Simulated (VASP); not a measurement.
Set up this calculation in VASP 6.6.1, as the native input.

```
Task                   : relaxation of cell and atoms
Functional             : PBE
Potentials or basis    : VASP PAW PBE potentials, release 64 (C, Sn_d)
Cutoff                 : 600 eV
k mesh                 : 11 × 11 × 11
Occupations            : fermi-dirac, width 0.05 eV
Spin                   : no spin polarisation
Dipole correction      : no
Further INCAR settings : ALGO = Fast; EDIFF = 1e-06; IBRION = 2; EDIFFG = -0.005; NSW = 100; ISIF = 3
```

The structure of Sn2C lies in POSCAR:

```
Sn2C
1.0
    0.0000000000      2.9182132955      2.9182132955
    2.9182132955      0.0000000000      2.9182132955
    2.9182132955      2.9182132955      0.0000000000
C Sn
1 2
Direct
    0.0000000000      0.0000000000      0.0000000000
    0.2500000000      0.2500000000      0.2500000000
    0.7500000000      0.7500000000      0.7500000000
```

The cell comes from a database or a generator and needn't be the stable form of this composition.

The cell isn't the ideal one: cell and atoms relaxed from a first guess.

One way to write it, as run:

INCAR

```
PREC = Accurate
ENCUT = 600
EDIFF = 1E-6
ISMEAR = -1
SIGMA = 0.05
LREAL = False
LASPH = True
NELM = 100
ALGO = Fast
ISIF = 3
LWAVE = False
LCHARG = False
GGA = PE
IBRION = 2
NSW = 100
EDIFFG = -0.005
```

KPOINTS

```
regular mesh
0
Gamma
  11 11 11
```

Potentials or basis: VASP PAW PBE potentials, release 64 (C, Sn_d).

The run is started by

```sh
$ cat potpaw_PBE.64/C/POTCAR potpaw_PBE.64/Sn_d/POTCAR > POTCAR
$ mpirun -np 1 vasp_std > vasp.out
```

It gave:

The relaxed volume is 21.49 Å³/atom and the relaxed cell is a = 4.501 Å, b = 4.501 Å, c = 4.501 Å, α = 60.00°, β = 60.00°, γ = 60.00°. The space group after relaxing (to 0.05 Å) is Fm-3m (No. 225) and the energy gained by relaxing is 339.7 meV/atom. The ionic steps are 7 and the pressure after relaxing is 0.0 GPa. The band gap on the k mesh is none (metal or under the smearing width).

Caveat: the volume moved by over 15 % at a fixed basis, so the end points are rough.

Wall time 2.4 min on 1 thread of Intel(R) Xeon(R) 6975P-C (Granite Rapids), with other jobs on the host, peak memory 0.25 GiB.
